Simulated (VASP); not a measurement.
# LiTi in VASP: reference runs

Reference runs on LiTi: the cell as given.

Everything below comes from runs of VASP 6.6.1. Logs are shortened: lines on timing, memory, paths and dates and some standing lists are left out, and cuts for length are marked.

**1. Starting point**

The cell holds a sheet with vacuum, 2 atoms: a = 3.639 Å, b = 3.639 Å, c = 23.800 Å, α = 90.00°, β = 90.00°, γ = 90.00°.

The cell was built by a generator and needn't be a form met in nature.

**2. Single point, PBE**

INCAR

```
SYSTEM = LiTi
PREC = Accurate
ENCUT = 520
EDIFF = 1E-7
ISMEAR = -1
SIGMA = 0.05
LREAL = .FALSE.
LASPH = .TRUE.
NELM = 60
ALGO = Normal
ISIF = 2
LWAVE = .FALSE.
LCHARG = .FALSE.
LDIPOL = .TRUE.
IDIPOL = 3
DIPOL = 0.5 0.5 0.294
GGA = PE
NBANDS = 14
```

KPOINTS

```
regular mesh
0
G
  7 7 1
  0 0 0
```

POSCAR

```
LiTi
1.0
    3.6389800000      0.0000000000      0.0000000000
    0.0000000000      3.6389800000      0.0000000000
    0.0000000000      0.0000000000     23.8000000000
Li Ti
1 1
Direct
    0.0000000000      0.0000000000      0.2941200000
    0.5000000000      0.5000000000      0.2941200000
```

Potentials or basis: VASP PAW PBE potentials, release 64 (Li_sv, Ti_sv).

Run with:

```
$ cat potpaw_PBE.64/Li_sv/POTCAR potpaw_PBE.64/Ti_sv/POTCAR > POTCAR
$ mpirun -np 1 vasp_std > vasp.out
```

OUTCAR:

```text
SYSTEM = LiTi
   PREC = Accurate
   ENCUT = 520
   EDIFF = 1E-7
   ISMEAR = -1
   LREAL = .FALSE.
   LASPH = .TRUE.
   NELM = 60
   ISIF = 2
   GGA = PE

 ion  position               nearest neighbor table
   1  0.000  0.000  0.294-   2 2.57   2 2.57   2 2.57   2 2.57
   2  0.500  0.500  0.294-   1 2.57   1 2.57   1 2.57   1 2.57

  LATTYP: Found a simple tetragonal cell.
 ALAT       =     3.6389800000
 C/A-ratio  =     6.5402942583

  Lattice vectors:

 A1 = (   3.6389800000,   0.0000000000,   0.0000000000)
 A2 = (   0.0000000000,   3.6389800000,   0.0000000000)
 A3 = (   0.0000000000,   0.0000000000,  23.8000000000)

Analysis of symmetry for initial positions (statically):
=====================================================================
 Subroutine PRICEL returns:
 Original cell was already a primitive cell.

 Routine SETGRP: Setting up the symmetry group for a
 simple tetragonal supercell.

 Subroutine GETGRP returns: Found 16 space group operations
 (whereof  8 operations were pure point group operations)
 out of a pool of 16 trial point group operations.

The static configuration has the point symmetry C_4v.
 The point group associated with its full space group is D_4h.

Analysis of symmetry for dynamics (positions and initial velocities):
=====================================================================
 Subroutine PRICEL returns:
 Original cell was already a primitive cell.

 Routine SETGRP: Setting up the symmetry group for a
 simple tetragonal supercell.

 Subroutine GETGRP returns: Found 16 space group operations
 (whereof  8 operations were pure point group operations)
 out of a pool of 16 trial point group operations.

The dynamic configuration has the point symmetry C_4v.
 The point group associated with its full space group is D_4h.

 Subroutine INISYM returns: Found 16 space group operations
 (whereof  8 operations are pure point group operations),
 and found     1 'primitive' translations

----------------------------------------------------------------------------------------

                                     Primitive cell

  volume of cell :     315.1638

  direct lattice vectors                    reciprocal lattice vectors
     3.638980000  0.000000000  0.000000000     0.274802280  0.000000000  0.000000000
     0.000000000  3.638980000  0.000000000     0.000000000  0.274802280  0.000000000
     0.000000000  0.000000000 23.800000000     0.000000000  0.000000000  0.042016807

  length of vectors
     3.638980000  3.638980000 23.800000000     0.274802280  0.274802280  0.042016807

  position of ions in fractional coordinates (direct lattice)
     0.000000000  0.000000000  0.294120000
     0.500000000  0.500000000  0.294120000

  ion indices of the primitive-cell ions
   primitive index   ion index
                 1           1
                 2           2

----------------------------------------------------------------------------------------

 KPOINTS: regular mesh

Automatic generation of k-mesh.
 Grid dimensions read from file:
 generate k-points for:    7    7    1

 Generating k-lattice:

  Cartesian coordinates                     Fractional coordinates (reciprocal lattice)
     0.039257469  0.000000000  0.000000000     0.142857143  0.000000000  0.000000000
     0.000000000  0.039257469  0.000000000     0.000000000  0.142857143  0.000000000
     0.000000000  0.000000000  0.042016807     0.000000000  0.000000000  1.000000000

  Length of vectors
     0.039257469  0.039257469  0.042016807

  Shift w.r.t. Gamma in fractional coordinates (k-lattice)
     0.000000000  0.000000000  0.000000000

 Subroutine IBZKPT returns following result:
 ===========================================

 Found     10 irreducible k-points:

 Following reciprocal coordinates:
            Coordinates               Weight
  0.000000  0.000000  0.000000      1.000000
  0.142857  0.000000  0.000000      4.000000
  0.285714  0.000000  0.000000      4.000000
  0.428571  0.000000  0.000000      4.000000
  0.142857  0.142857  0.000000      4.000000
  0.285714  0.142857  0.000000      8.000000
  0.428571  0.142857  0.000000      8.000000
  0.285714  0.285714  0.000000      4.000000
  0.428571  0.285714  0.000000      8.000000
  0.428571  0.428571  0.000000      4.000000
   k-points           NKPTS =     10   k-points in BZ     NKDIM =     10   number of bands    NBANDS=     14
   number of dos      NEDOS =    301   number of ions     NIONS =      2
   total plane-waves  NPLWV = 141120
   dimension x,y,z NGX =    28 NGY =   28 NGZ =  180
   dimension x,y,z NGXF=    56 NGYF=   56 NGZF=  360
   ions per type =               1   1
   NGX,Y,Z   is equivalent  to a cutoff of  12.79, 12.79, 12.57 a.u.
   NGXF,Y,Z  is equivalent  to a cutoff of  25.58, 25.58, 25.15 a.u.
 SYSTEM =  LiTi
   PREC   = accura    normal or accurate (medium, high low for compatibility)
   ISTART =      0    job   : 0-new  1-cont  2-samecut
   ICHARG =      2    charge: 1-file 2-atom 10-const
   ISPIN  =      1    spin polarized calculation?
   LNONCOLLINEAR =      F non collinear calculations
   LSORBIT =      F    spin-orbit coupling
   LASPH  =      T    aspherical Exc in radial PAW
   ENCUT  =  520.0 eV  38.22 Ry    6.18 a.u.   6.77  6.77 44.25*2*pi/ulx,y,z
   NELM   =     60;   NELMIN=  2; NELMDL= -5     # of ELM steps
   EDIFF  = 0.1E-06   stopping-criterion for ELM
   LREAL  =      F    real-space projection
   EDIFFG = 0.1E-05   stopping-criterion for IOM
   NSW    =      0    number of steps for IOM
   IBRION =     -1    ionic relax: 0-MD 1-quasi-New 2-CG
   NFREE  =      0    steps in history (QN), initial steepest desc. (CG)
   ISIF   =      2    stress and relaxation
   ISYM   =      2    0-nonsym 1-usesym 2-fastsym
   POTIM  = 0.5000    time-step for ionic-motion
   TEBEG  =    0.0;   TEEND  =   0.0 temperature during run
   PSTRESS=    0.0 pullay stress
   NELECT =      15.0000    total number of electrons
   NUPDOWN=      -1.0000    fix difference up-down
   EMIN   =  10.00;   EMAX   =-10.00  energy-range for DOS
   EFERMI =   0.00;   METHOD = LEGACY
   ISMEAR =    -1;   SIGMA  =   0.05  broadening in eV -4-tet -1-fermi 0-gaus
   EFERMI_NEDOS =   21; number of points for ismear=-14 and -15
   IALGO  =     38    algorithm
   IMIX   =      4    mixing-type and parameters
     AMIX     =   0.40;   BMIX     =  1.00
     AMIX_MAG =   1.60;   BMIX_MAG =  1.00
  volume/ion in A,a.u.               =     157.58      1063.42
  Fermi-wavevector in a.u.,A,eV,Ry     =   0.593280  1.121137  4.788997  0.351981
  Thomas-Fermi vector in A             =   1.642418
   LORBIT       =      0    0 simple, 1 ext, 2 COOP (PROOUT), +10 PAW based schemes
   GGA     = PE    functional components
   LHFCALC =     F    Hartree Fock is set to
   AEXX    =    0.0000 exact exchange contribution
   IVDW    =     0    specifies the selected vdW correction
   LEPSILON=     F    determine dielectric tensor
   LRPA    =     F    only Hartree local field effects (RPA)
 non-spin polarized calculation
  energy-cutoff  :      520.00
  volume of cell :      315.16
 maximum number of plane-waves:      8534
 NGX is ok and might be reduce to    28
   NGX = 13   NGY = 13   NGZ = 89

 dipolmoment           0.000000      0.000000     -0.000003 electrons x Angstroem

 number of electron      14.9999992 magnetization

 dipolmoment           0.000000      0.000000      0.000001 electrons x Angstroem

 Free energy of the ion-electron system (eV)
  ---------------------------------------------------
  ext. energy  EPLUGINS =         0.00000000
  ---------------------------------------------------
  free energy    TOTEN  =        -5.40391472 eV

  energy without entropy =       -5.34350571  energy(sigma->0) =       -5.37371021

 E-fermi :  -3.0446     XC(G=0):  -1.8161

 val. band max:       -3.0525452494   @ k =   0.1429   0.0000   0.0000
 cond. band min:      -2.9798075307   @ k =   0.4286   0.0000   0.0000
 fundamental gap:      0.0727377186
 Fermi energy:        -3.0446353408

 k-point     1 :       0.0000    0.0000    0.0000
  band No.  band energies     occupation
      1     -60.4259      2.00000
      2     -49.0050      2.00000
      3     -36.9975      2.00000
      4     -36.5155      2.00000
      5     -36.5155      2.00000
      6      -6.1948      2.00000
      7      -3.3620      1.99650
      8      -2.8990      0.10306
      9      -2.7714      0.00843
     10      -2.1727      0.00000
     11      -2.1727      0.00000
     12      -1.8128      0.00000
     13       0.6315      0.00000
     14       0.9841      0.00000

 k-point     2 :       0.1429    0.0000    0.0000
  band No.  band energies     occupation
      1     -60.4254      2.00000
      2     -49.0051      2.00000
      3     -36.9969      2.00000
      4     -36.5215      2.00000
      5     -36.5148      2.00000
      6      -5.9901      2.00000
      7      -3.3322      1.99366
      8      -3.0525      1.07893
      9      -2.7130      0.00263
     10      -2.1557      0.00000
     11      -2.0344      0.00000
     12      -1.8730      0.00000
     13       0.8342      0.00000
     14       1.2278      0.00000

 k-point     3 :       0.2857    0.0000    0.0000
  band No.  band energies     occupation
      1     -60.4244      2.00000
      2     -49.0054      2.00000
      3     -36.9957      2.00000
      4     -36.5351      2.00000
      5     -36.5134      2.00000
      6      -5.4653      2.00000
      7      -3.2842      1.98353
      8      -3.2363      1.95761
      9      -2.5537      0.00011
     10      -2.4412      0.00001
     11      -2.1170      0.00000
     12      -1.1550      0.00000
     13       0.4273      0.00000
     14       1.4837      0.00000

 k-point     4 :       0.4286    0.0000    0.0000
  band No.  band energies     occupation
      1     -60.4236      2.00000
      2     -49.0056      2.00000
      3     -36.9947      2.00000
      4     -36.5459      2.00000
      5     -36.5122      2.00000
      6      -4.9597      2.00000
      7      -3.4294      1.99909
      8      -2.9798      0.42949
      9      -2.7101      0.00248
     10      -2.4419      0.00001
     11      -2.0857      0.00000
     12      -0.8219      0.00000
     13      -0.1733      0.00000
     14       1.9007      0.00000

 k-point     5 :       0.1429    0.1429    0.0000
  band No.  band energies     occupation
      1     -60.4250      2.00000
      2     -49.0051      2.00000
      3     -36.9964      2.00000
      4     -36.5217      2.00000
      5     -36.5204      2.00000
      6      -5.7731      2.00000
      7      -3.2878      1.98467
      8      -3.0870      1.40034
      9      -2.6693      0.00110
     10      -2.3123      0.00000
     11      -2.2288      0.00000
     12      -1.5126      0.00000
     13       1.0390      0.00000
     14       1.4701      0.00000

 k-point     6 :       0.2857    0.1429    0.0000
  band No.  band energies     occupation
      1     -60.4240      2.00000
      2     -49.0052      2.00000
      3     -36.9951      2.00000
      4     -36.5350      2.00000
      5     -36.5199      2.00000
      6      -5.2112      2.00000
      7      -3.2168      1.93801
      8      -3.1721      1.85510
      9      -2.6151      0.00037
     10      -2.4999      0.00004
     11      -2.3463      0.00000
     12      -0.8073      0.00000
     13       0.5873      0.00000
     14       1.6754      0.00000

 k-point     7 :       0.4286    0.1429    0.0000
  band No.  band energies     occupation
      1     -60.4232      2.00000
      2     -49.0053      2.00000
      3     -36.9942      2.00000
      4     -36.5461      2.00000
      5     -36.5190      2.00000
      6      -4.6596      2.00000
      7      -3.3382      1.99437
      8      -3.0644      1.19478
      9      -2.6409      0.00062
     10      -2.4042      0.00001
     11      -2.3006      0.00000
     12      -0.7633      0.00000
     13       0.1816      0.00000
     14       2.0213      0.00000

 k-point     8 :       0.2857    0.2857    0.0000
  band No.  band energies     occupation
      1     -60.4231      2.00000
      2     -49.0049      2.00000
      3     -36.9939      2.00000
      4     -36.5356      2.00000
      5     -36.5336      2.00000
      6      -4.5325      2.00000
      7      -3.1024      1.52126
      8      -2.9775      0.41443
      9      -2.9152      0.13971
     10      -2.6212      0.00042
     11      -2.4158      0.00001
     12      -0.0711      0.00000
     13       0.4700      0.00000
     14       2.1625      0.00000

 k-point     9 :       0.4286    0.2857    0.0000
  band No.  band energies     occupation
      1     -60.4223      2.00000
      2     -49.0047      2.00000
      3     -36.9930      2.00000
      4     -36.5463      2.00000
      5     -36.5343      2.00000
      6      -3.8196      2.00000
      7      -3.2037      1.92023
      8      -3.1182      1.62658
      9      -2.6546      0.00082
     10      -2.5015      0.00004
     11      -2.3229      0.00000
     12      -0.6746      0.00000
     13       0.9533      0.00000
     14       2.3561      0.00000

 k-point    10 :       0.4286    0.4286    0.0000
  band No.  band energies     occupation
      1     -60.4216      2.00000
      2     -49.0042      2.00000
      3     -36.9920      2.00000
      4     -36.5467      2.00000
      5     -36.5463      2.00000
      6      -3.3796      1.99754
      7      -2.9353      0.20200
      8      -2.8632      0.05168
      9      -2.6096      0.00033
     10      -2.3437      0.00000
     11      -2.2482      0.00000
     12      -0.9174      0.00000
     13       1.3116      0.00000
     14       1.7819      0.00000

------------------------ aborting loop because EDIFF is reached ----------------------------------------

 vacuum level on the upper side and lower side of the slab       (xc-potential included)        -0.008        -0.008

  FORCE on cell =-STRESS in cart. coord.  units (eV):
  Direction    XX          YY          ZZ          XY          YZ          ZX
  --------------------------------------------------------------------------------------
  -------------------------------------------------------------------------------------
  Total       -0.0476738     -0.0476738     -0.0257238      0.0000000      0.0000000      0.0000000
  in kB       -0.2423561     -0.2423561     -0.1307705      0.0000000      0.0000000      0.0000000
  external PRESSURE =      -0.2051609 kB  Pullay stress =       0.0000000 kB

 VOLUME and BASIS-vectors are now :
 -----------------------------------------------------------------------------
  energy-cutoff  :      520.00
  volume of cell :      315.16
      direct lattice vectors                 reciprocal lattice vectors
     3.638980000  0.000000000  0.000000000     0.274802280  0.000000000  0.000000000
     0.000000000  3.638980000  0.000000000     0.000000000  0.274802280  0.000000000
     0.000000000  0.000000000 23.800000000     0.000000000  0.000000000  0.042016807

 POSITION                                       TOTAL-FORCE (eV/Angst)
 -----------------------------------------------------------------------------------
      0.00000      0.00000      7.00006        -0.000000     -0.000000     -0.000000
      1.81949      1.81949      7.00006         0.000000      0.000000      0.000000
 -----------------------------------------------------------------------------------
    total drift:                                0.000000      0.000000      0.000059

  FREE ENERGIE OF THE ION-ELECTRON SYSTEM (eV)
  ---------------------------------------------------
  free  energy   TOTEN  =        -5.4039147155 eV

  energy  without entropy=       -5.3435057131  energy(sigma->0) =       -5.37371021

 vacuum level on the upper side and lower side of the slab         1.066         1.066
```

Wall time 42 s (1 thread of Intel Xeon 6975P-C (Granite Rapids), shared host); peak memory 0.37 GiB.

Results:

| Quantity | Value |
| --- | --- |
| Free energy | -5.4039 eV |
| Band gap on the k mesh | none (metal or under the smearing width) |

Levels at points of the mesh, in eV from the Fermi level:
```tsv
k point	band 4	band 5	band 6	band 7	band 8	band 9	band 10	band 11	band 12	band 13
(0.00, 0.00, 0.00)	-33.47	-33.47	-3.15	-0.32	0.15	0.27	0.87	0.87	1.23	3.68
```

Caveat: the cutoff is under 1.25 times the usual one of these potentials, so pressure, stress and relaxed cells hold a basis-set (Pulay) error.
